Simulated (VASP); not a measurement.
Data:

```
CELL_PARAMETERS angstrom
      1.50785    -2.61167     0.00000
      1.50785     2.61167     0.00000
      0.00000     0.00000     3.20045
ATOMIC_POSITIONS crystal
  Ti 0.00000 0.00000 0.00000
  B  0.33333 0.66667 0.50000
  B  0.66667 0.33333 0.50000
```

Computed with PBE GGA, VASP's PBE PAW potentials (set 64) (plane waves; VASP). Numerical set-up: 620 eV cut-off, 12×12×10 Γ-centred mesh, first-order Methfessel-Paxton smearing of 0.10 eV, potentials Ti_sv B.

Q: The ions, cell shape and volume at an external pressure of 10.0 GPa are relaxed. What does this cell relax into?

A: 
```
CELL_PARAMETERS angstrom
      1.49996    -2.59801     0.00000
      1.49996     2.59801     0.00000
      0.00000     0.00000     3.17546
ATOMIC_POSITIONS crystal
  Ti 0.00000 0.00000 0.00000
  B  0.33333 0.66667 0.50000
  B  0.66667 0.33333 0.50000
```
Space group P6/mmm (191), at a tolerance of 0.03 Å.

Q: How do energy and volume change from the first to the last step?

A: The energy (σ→0) changes by +7.0 meV/atom and the volume by -1.8 %, in 4 ionic steps.

The compound is TiB2 in the AlB2 type structure. This run relaxes it under an external pressure of 10 GPa. Symmetry was kept, so distortions that lower it aren't found.
